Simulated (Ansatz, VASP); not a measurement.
**Ga2O3 (partly crystallised Ga2O3): VASP beside Ansatz**

Aim: how closely do two programs agree when they are given the same cell, functional and k mesh? The structure shown is the start of the Ansatz relaxation below; VASP solves that cell, so the two are compared at the walk's first step.

Calculated with Ansatz 0.2.0; plane waves, with VASP 6.6.1 beside it; single point at PBEsol.

### 1. Set-up

The cell holds 65 atoms: 26 Ga and 39 O. Its edges and angles: a = 8.720 Å, b = 8.720 Å, c = 8.720 Å, α = 90.0°, β = 90.0°, γ = 90.0°. As first built, before any earlier steps moved the atoms (in the runner's words): 65 atoms (26 Fe, 39 O) placed at random at 4.44 g/cm^3, melted at 5000 K for 10 ps at fixed volume with the Morse and Coulomb pair potential with partial charges (Pedone, Malavasi, Menziani, Cormack and Segre, J. Phys. Chem. B 110, 11780 (2006)). Quenched from 5000 K to 300 K at 100 K/ps and fixed volume, held 10 ps at zero pressure, then minimised at fixed cell. Then Fe was replaced by Ga and the cell scaled by 1.003 (the potential has no terms for the new elements, so the cell is a start for a DFT relaxation).

### 2. Ansatz: relaxation, PBEsol

Ansatz runs on its PAW soft_1 files.

The two programs are compared at the cell with which this relaxation starts, whose forces are those of its first step.

Contents of input.yaml:

```yaml
crystal:
  lattice:
    - [8.72035, 0.0, 0.0]
    - [0.0, 8.72035, 0.0]
    - [0.0, 0.0, 8.72035]
  atoms:
    - { symbol: Ga, position: [0.86176, 0.99023, 0.86217] }
    - { symbol: Ga, position: [0.36544, 0.13055, 0.52114] }
    - { symbol: Ga, position: [0.86279, 0.62663, 0.00139] }
    - { symbol: Ga, position: [0.59289, 0.45471, 0.11355] }
    - { symbol: Ga, position: [0.8143, 0.67491, 0.66318] }
    - { symbol: Ga, position: [0.76782, 0.00886, 0.46916] }
    - { symbol: Ga, position: [0.08774, 0.93645, 0.60233] }
    - { symbol: Ga, position: [0.16816, 0.80656, 0.91854] }
    - { symbol: Ga, position: [0.46215, 0.40657, 0.67918] }
    - { symbol: Ga, position: [0.1644, 0.2171, 0.77449] }
    - { symbol: Ga, position: [0.9762, 0.89101, 0.19425] }
    - { symbol: Ga, position: [0.30154, 0.48746, 0.9476] }
    - { symbol: Ga, position: [0.42267, 0.56353, 0.39725] }
    - { symbol: Ga, position: [0.10584, 0.54664, 0.60474] }
    - { symbol: Ga, position: [0.4985, 0.83474, 0.57651] }
    - { symbol: Ga, position: [0.53725, 0.79571, 0.92816] }
    - { symbol: Ga, position: [0.46236, 0.1133, 0.91201] }
    - { symbol: Ga, position: [0.02003, 0.31486, 0.05382] }
    - { symbol: Ga, position: [0.72841, 0.14484, 0.15976] }
    - { symbol: Ga, position: [0.75695, 0.3198, 0.8294] }
    - { symbol: Ga, position: [0.69678, 0.72734, 0.28788] }
    - { symbol: Ga, position: [0.04815, 0.17024, 0.357] }
    - { symbol: Ga, position: [0.35245, 0.91176, 0.25817] }
    - { symbol: Ga, position: [0.75667, 0.38244, 0.45498] }
    - { symbol: Ga, position: [0.12098, 0.59223, 0.23872] }
    - { symbol: Ga, position: [0.32944, 0.28891, 0.22599] }
    - { symbol: O, position: [0.26193, 0.10291, 0.29731] }
    - { symbol: O, position: [0.81688, 0.52655, 0.81875] }
    - { symbol: O, position: [0.23058, 0.44589, 0.73874] }
    - { symbol: O, position: [0.96757, 0.25766, 0.84902] }
    - { symbol: O, position: [0.50294, 0.61011, 0.61188] }
    - { symbol: O, position: [0.10019, 0.36376, 0.26016] }
    - { symbol: O, position: [0.80355, 0.37895, 0.08327] }
    - { symbol: O, position: [0.28982, 0.91214, 0.52756] }
    - { symbol: O, position: [0.646, 0.66336, 0.07043] }
    - { symbol: O, position: [0.63693, 0.50562, 0.33238] }
    - { symbol: O, position: [0.04298, 0.73678, 0.6988] }
    - { symbol: O, position: [0.14841, 0.99992, 0.8212] }
    - { symbol: O, position: [0.1305, 0.18756, 0.5581] }
    - { symbol: O, position: [0.34531, 0.69047, 0.90225] }
    - { symbol: O, position: [0.47773, 0.93448, 0.76567] }
    - { symbol: O, position: [0.69641, 0.12383, 0.93201] }
    - { symbol: O, position: [0.91012, 0.66623, 0.23197] }
    - { symbol: O, position: [0.39202, 0.34817, 0.45075] }
    - { symbol: O, position: [0.55379, 0.04202, 0.46137] }
    - { symbol: O, position: [0.36348, 0.50465, 0.17058] }
    - { symbol: O, position: [0.21138, 0.60909, 0.43279] }
    - { symbol: O, position: [0.91154, 0.50439, 0.5301] }
    - { symbol: O, position: [0.97389, 0.1083, 0.1242] }
    - { symbol: O, position: [0.18421, 0.80305, 0.16482] }
    - { symbol: O, position: [0.72728, 0.80577, 0.81547] }
    - { symbol: O, position: [0.08346, 0.53876, 0.01093] }
    - { symbol: O, position: [0.95447, 0.83153, 0.98454] }
    - { symbol: O, position: [0.52247, 0.40984, 0.904] }
    - { symbol: O, position: [0.7472, 0.93498, 0.21983] }
    - { symbol: O, position: [0.48064, 0.7635, 0.33695] }
    - { symbol: O, position: [0.73292, 0.78784, 0.50084] }
    - { symbol: O, position: [0.25198, 0.26613, 0.00173] }
    - { symbol: O, position: [0.82323, 0.20392, 0.36513] }
    - { symbol: O, position: [0.8754, 0.02721, 0.65531] }
    - { symbol: O, position: [0.38493, 0.2039, 0.72858] }
    - { symbol: O, position: [0.53526, 0.24453, 0.16955] }
    - { symbol: O, position: [0.66302, 0.3185, 0.63436] }
    - { symbol: O, position: [0.44612, 0.95629, 0.06374] }
    - { symbol: O, position: [0.99778, 0.94792, 0.39875] }
kpoints:
  mp_grid: { grid: [1, 1, 1] }
hamiltonian:
  xc: pbesol
  pseudopotentials: { kind: paw, azcp: { folder: soft_1 }, xc_functional: pbe }
scf:
  occupations: { method: fixed }
output:
  forces: true
relax:
  f_tol: 0.05
  max_steps: 150
  cell: {}
```

Command:

```console
$ ansatz run input.yaml --threads 4 --pin off --max-ram 8192MiB --backend cpu --events-out ev --progress --plain --runs-dir out
```

Numbers of over 12 decimals in the logs are rounded to 6 here.

The log of the run:

```text
Engine: ansatz 0.2.0, aarch64-unknown-linux-gnu
Pseudopotentials: kind: paw
Pseudopotential: Ga, paw, valence charge 13, recommended cutoff 420 eV (normal), soft_1/Ga.paw.azcp
Pseudopotential: O, paw, valence charge 6, recommended cutoff 420 eV (normal), soft_1/O.paw.azcp
Functional definition: PBEsol
  exchange = pbesol_x
  correlation = pbesol_c
Crystal: 65 atoms, lattice volume = 663.135 Å³
Basis set: ecut = 420 eV, 13037 PW (Γ), exchange–correlation on 120×120×120 points (8 copies of the dense FFT grid, shifted against one another)
Bands: 351, of which v1, the nominal top of the filled ones, is band 286 counted from 1 (285 counted from 0)
Symmetry: 1 space group operations
Space group: P1 (ITA 1), of the structure as read, at distance tolerance 8.7e-5 Å
k-points: 1
Non-local potential: Ga, projectors of the file, l = 0: 2, l = 1: 2, l = 2: 3, l = 3: 1
Non-local potential: O, projectors of the file, l = 0: 2, l = 1: 2, l = 2: 1
PAW form: soft (Blöchl's): semilocal exchange-correlation on the pseudo side does not see the compensation charge
PAW frozen core: Ga, regenerated for the run's functional, and the local potential with it (the file was generated under x = pbe(κ = 0.804, μ = 0.219515), c = pbe(β = 0.066725))
PAW frozen core: O, regenerated for the run's functional, and the local potential with it (the file was generated under x = pbe(κ = 0.804, μ = 0.219515), c = pbe(β = 0.066725))
PAW one-centre angular grid: Ga, 590 points (default); XC on 64 Gauss nodes
PAW one-centre angular grid: O, 110 points (default); XC on 64 Gauss nodes
Initial density: superposition of atomic densities (chi_scale 0.1, normalization cell, long waves kept (reshape's long-wave potential 0.11 eV rms))
Initial wavefunctions: pseudopotential atomic-orbital guess
Functional: x = pbesol(κ = 0.804, μ = 0.123457), c = pbesol(β = 0.046)
SCF iter   1: F=—  HF=-119226.249153 eV  |F-HF|=—  |Δ(HF+E_count)|=         —  Δρ=1.18e-1  dr2=4.05e1  ethr=3.10e-3  ⟨swp⟩=4.0  Hψ=932  notcnv=0  defer=56
preconditioner: auto → Resta (q_TF=auto, 2.662 Å⁻¹)  ε∞=4.4  [insulator: Δε(μ)=1.817 eV  Ē_g=18.634 eV  n_scr=202 (ndim 8)  ℏωp=34.5 eV  f_vac=0.005  ε∞_Penn≈4.4]
SCF iter   2: F=—  HF=-119215.964933 eV  |F-HF|=—  |Δ(HF+E_count)|=    1.03e1  Δρ=5.38e-2  dr2=8.92e0  ethr=3.10e-3  ⟨swp⟩=2.0  Hψ=635  notcnv=0  defer=59
SCF iter   3: F=—  HF=-119212.503909 eV  |F-HF|=—  |Δ(HF+E_count)|=    3.46e0  Δρ=1.58e-2  dr2=1.22e0  ethr=1.56e-3  ⟨swp⟩=2.0  Hψ=483  notcnv=0  defer=61
SCF iter   4: F=—  HF=-119211.958710 eV  |F-HF|=—  |Δ(HF+E_count)|=   5.45e-1  Δρ=4.50e-3  dr2=1.19e-1  ethr=2.14e-4  ⟨swp⟩=2.0  Hψ=574  notcnv=0  defer=63
SCF iter   5: F=—  HF=-119212.031072 eV  |F-HF|=—  |Δ(HF+E_count)|=   7.24e-2  Δρ=2.74e-3  dr2=3.68e-2  ethr=2.07e-5  ⟨swp⟩=2.0  Hψ=664  notcnv=0  defer=63
SCF iter   6: F=—  HF=-119212.041825 eV  |F-HF|=—  |Δ(HF+E_count)|=   1.08e-2  Δρ=7.99e-4  dr2=3.49e-3  ethr=6.43e-6  ⟨swp⟩=2.0  Hψ=575  notcnv=0  defer=63
SCF iter   7: F=—  HF=-119212.042721 eV  |F-HF|=—  |Δ(HF+E_count)|=   8.96e-4  Δρ=5.20e-4  dr2=1.53e-3  ethr=6.10e-7  ⟨swp⟩=2.0  Hψ=580  notcnv=0  defer=63
SCF iter   8: F=—  HF=-119212.042707 eV  |F-HF|=—  |Δ(HF+E_count)|=   1.31e-5  Δρ=8.37e-5  dr2=5.65e-5  ethr=2.67e-7  ⟨swp⟩=2.0  Hψ=573  notcnv=0  defer=59
SCF iter   9: F=—  HF=-119212.042356 eV  |F-HF|=—  |Δ(HF+E_count)|=   3.52e-4  Δρ=6.16e-5  dr2=2.10e-5  ethr=9.88e-9  ⟨swp⟩=2.0  Hψ=578  notcnv=0  defer=59
SCF iter  10: F=—  HF=-119212.042355 eV  |F-HF|=—  |Δ(HF+E_count)|=   5.22e-7  Δρ=2.43e-5  dr2=3.37e-6  ethr=3.67e-9  ⟨swp⟩=2.0  Hψ=570  notcnv=0  defer=59
SCF iter  11: F=—  HF=-119212.042357 eV  |F-HF|=—  |Δ(HF+E_count)|=   1.68e-6  Δρ=8.13e-6  dr2=4.54e-7  ethr=5.89e-10  ⟨swp⟩=2.0  Hψ=554  notcnv=0  defer=59
SCF iter  12: F=—  HF=-119212.042357 eV  |F-HF|=—  |Δ(HF+E_count)|=   2.40e-7  Δρ=4.30e-6  dr2=1.09e-7  ethr=1.75e-11  ⟨swp⟩=4.0  Hψ=1196  notcnv=0
SCF iter  13: F=-119212.042357 eV  HF=-119212.042357 eV  |F-HF|=6.00e-9  |Δ(HF+E_count)|=   7.10e-9  Δρ=1.17e-6  dr2=1.05e-8  ethr=1.75e-11  ⟨swp⟩=4.0  Hψ=928  notcnv=0
SCF 1 converged in 13 iterations: F = -119212.042357 eV  dr2 = 1.05e-8
  greatest PAW one-centre occupation: 0.998 electrons in one spin orbital (limit 2), on the Ga atom at site 10 (counted from 0), in its partial waves of l = 2
relax step   1: F+E_penalty+E_count = -119212.04235711 eV  Δ(F+E_penalty+E_count) = +0.000e0 eV  max|allowed force component| = 9.827e-1 eV/Å  Δτ_max = 0.0000 Å  P = -1.234 GPa  Ω = 663.135 Å³  (13 SCF iters, dr2 threshold 1.00e-7 eV, accepted)
Crystal: 65 atoms, lattice volume = 667.402 Å³
Basis set: ecut = 420 eV, 13057 PW (Γ), exchange–correlation on 120×120×120 points (8 copies of the dense FFT grid, shifted against one another)
Initial density: handed on by an earlier stage of this run
Initial wavefunctions: those handed on with the density
[...]
atom  13  Ga     0.00090571    -0.00044409     0.00125507
  atom  14  Ga    -0.00071565    -0.00309704     0.00092828
  atom  15  Ga     0.00009617    -0.00168415     0.00285605
  atom  16  Ga     0.00176817     0.00192034     0.00211225
  atom  17  Ga    -0.00178638    -0.00171641     0.00143552
  atom  18  Ga     0.00179537     0.00194361    -0.00035869
  atom  19  Ga     0.00050187    -0.00296132    -0.00052979
  atom  20  Ga    -0.00031660    -0.00518213    -0.00101592
  atom  21  Ga     0.00075831     0.00085789    -0.00194039
  atom  22  Ga     0.00168365    -0.00029027     0.00231040
  atom  23  Ga     0.00011847     0.00117836    -0.00313154
  atom  24  Ga    -0.00029233    -0.00269111     0.00114916
  atom  25  Ga    -0.00220325    -0.00087777     0.00041396
  atom  26  Ga     0.00112915    -0.00145838    -0.00285436
  atom  27  O     -0.00005018    -0.00236108     0.00097292
  atom  28  O      0.00181023    -0.00108046     0.00207095
  atom  29  O     -0.00042209    -0.00103638    -0.00351175
  atom  30  O      0.00020889    -0.00175378    -0.00115120
  atom  31  O      0.00002047     0.00083009    -0.00213119
  atom  32  O     -0.00102284     0.00292846     0.00082405
  atom  33  O      0.00172570     0.00136436    -0.00238488
  atom  34  O      0.00037823    -0.00236243    -0.00108614
  atom  35  O      0.00183070    -0.00156228     0.00297110
  atom  36  O      0.00167200     0.00210400    -0.00038797
[...]
atom  58  O     -0.00242345     0.00100234     0.00101227
  atom  59  O      0.00124167     0.00150737     0.00071676
  atom  60  O      0.00035963    -0.00122518     0.00062155
  atom  61  O     -0.00066288     0.00197824     0.00127869
  atom  62  O      0.00048004     0.00025656    -0.00012769
  atom  63  O      0.00304343     0.00097547    -0.00341065
  atom  64  O     -0.00229622     0.00067342     0.00013808
  atom  65  O      0.00072054     0.00180042     0.00178924
  max |Σ_I F_I| component: 7.14e-6 eV/Å
--- Stress (GPa, compression-positive) ---
       -0.004896       0.008300      -0.006283
        0.008300       0.024801       0.005715
       -0.006282       0.005715       0.008641
  P = ⅓ Tr σ = 0.0095 GPa (0.095 kbar)
--- Relaxed structure (19 steps of the walk, 18 accepted, 2 SCFs on fresh bases) ---
  F+E_penalty+E_count = -119216.11550443 eV   max|allowed force component| = 5.182e-3 eV/Å   (the final SCF, on the basis selected at the relaxed cell)
  cell:  # Å, volume = 698.1689 Å³
    - [8.757415, 0.113296, -0.138889]
    - [0.113296, 8.981935, 0.106459]
    - [-0.138889, 0.106459, 8.880902]
  atoms:
    - { symbol: Ga, position: [0.833007, 0.957859, 0.839005] }
    - { symbol: Ga, position: [0.372953, 0.153203, 0.509383] }
    - { symbol: Ga, position: [0.874685, 0.657635, -0.015809] }
    - { symbol: Ga, position: [0.594557, 0.451093, 0.116415] }
    - { symbol: Ga, position: [0.841770, 0.678268, 0.646869] }
    - { symbol: Ga, position: [0.763321, 0.00854553, 0.467371] }
    - { symbol: Ga, position: [0.095575, 0.944320, 0.611430] }
    - { symbol: Ga, position: [0.213994, 0.881289, 0.968231] }
    - { symbol: Ga, position: [0.459601, 0.416869, 0.687984] }
    - { symbol: Ga, position: [0.175698, 0.224138, 0.776097] }
    - { symbol: Ga, position: [0.961873, 0.902611, 0.200701] }
    - { symbol: Ga, position: [0.273315, 0.508790, 0.981765] }
    - { symbol: Ga, position: [0.417104, 0.543606, 0.380736] }
    - { symbol: Ga, position: [0.129453, 0.565287, 0.601579] }
    - { symbol: Ga, position: [0.499477, 0.822443, 0.562090] }
    - { symbol: Ga, position: [0.530657, 0.699074, 0.884939] }
    - { symbol: Ga, position: [0.492244, 0.049937, 0.854357] }
    - { symbol: Ga, position: [0.018331, 0.310631, 0.061817] }
    - { symbol: Ga, position: [0.739154, 0.140377, 0.132484] }
    - { symbol: Ga, position: [0.799002, 0.351966, 0.829265] }
    - { symbol: Ga, position: [0.684228, 0.732698, 0.282256] }
    - { symbol: Ga, position: [0.033954, 0.175569, 0.374712] }
    - { symbol: Ga, position: [0.302208, 0.894249, 0.317213] }
    - { symbol: Ga, position: [0.757117, 0.390680, 0.474018] }
    - { symbol: Ga, position: [0.051508, 0.554728, 0.276808] }
    - { symbol: Ga, position: [0.363949, 0.185596, 0.134790] }
    - { symbol: O, position: [0.283659, 0.109000, 0.307276] }
    - { symbol: O, position: [0.880110, 0.538175, 0.810854] }
    - { symbol: O, position: [0.228433, 0.444421, 0.744666] }
    - { symbol: O, position: [0.980117, 0.246149, 0.858196] }
    - { symbol: O, position: [0.469925, 0.613149, 0.592884] }
    - { symbol: O, position: [0.062233, 0.350485, 0.269499] }
    - { symbol: O, position: [0.786094, 0.358615, 0.045206] }
    - { symbol: O, position: [0.290481, 0.904180, 0.523625] }
    - { symbol: O, position: [0.659766, 0.660591, 0.067865] }
    - { symbol: O, position: [0.647760, 0.512545, 0.330890] }
    - { symbol: O, position: [0.045198, 0.744006, 0.662108] }
    - { symbol: O, position: [0.165264, 1.006653, 0.806615] }
    - { symbol: O, position: [0.150998, 0.176208, 0.562192] }
    - { symbol: O, position: [0.315414, 0.704488, 0.930634] }
    - { symbol: O, position: [0.479589, 0.870501, 0.767267] }
    - { symbol: O, position: [0.693439, 0.089780, 0.921909] }
    - { symbol: O, position: [0.898124, 0.696463, 0.232462] }
    - { symbol: O, position: [0.417585, 0.354164, 0.484984] }
    - { symbol: O, position: [0.552997, 0.029123, 0.507917] }
    - { symbol: O, position: [0.387707, 0.489431, 0.171737] }
    - { symbol: O, position: [0.205274, 0.603640, 0.410824] }
    - { symbol: O, position: [0.925911, 0.515333, 0.512984] }
    - { symbol: O, position: [0.957381, 0.117183, 0.145401] }
    - { symbol: O, position: [0.168890, 0.842387, 0.171883] }
[...]
- { symbol: O, position: [0.234788, 0.290852, -0.00108816] }
    - { symbol: O, position: [0.814119, 0.209744, 0.397156] }
    - { symbol: O, position: [0.882650, 0.014830, 0.652031] }
    - { symbol: O, position: [0.400312, 0.200809, 0.738226] }
    - { symbol: O, position: [0.559303, 0.243089, 0.167514] }
    - { symbol: O, position: [0.674241, 0.349149, 0.661488] }
    - { symbol: O, position: [0.388707, 1.007532, 0.029776] }
    - { symbol: O, position: [1.000307, 0.967269, 0.404253] }
```

The column dr2 measures how far the density is from self-consistency, as an energy; F and HF (Harris–Foulkes) agree once it is small.

[end of part 1 of 2]

[Lines on the potential files, build, host, timing and source positions are cut from VASP's logs without a mark.]

[Logs are printed without paths, hosts, clocks, repeated set-up lines and the standing remarks that a program may print on its own settings, such as how far it seeks lower states.]

[Hosts, paths, dates, database ids (printed as entryN), source tags and the programs' standing remarks are cut or masked in the printed files.]
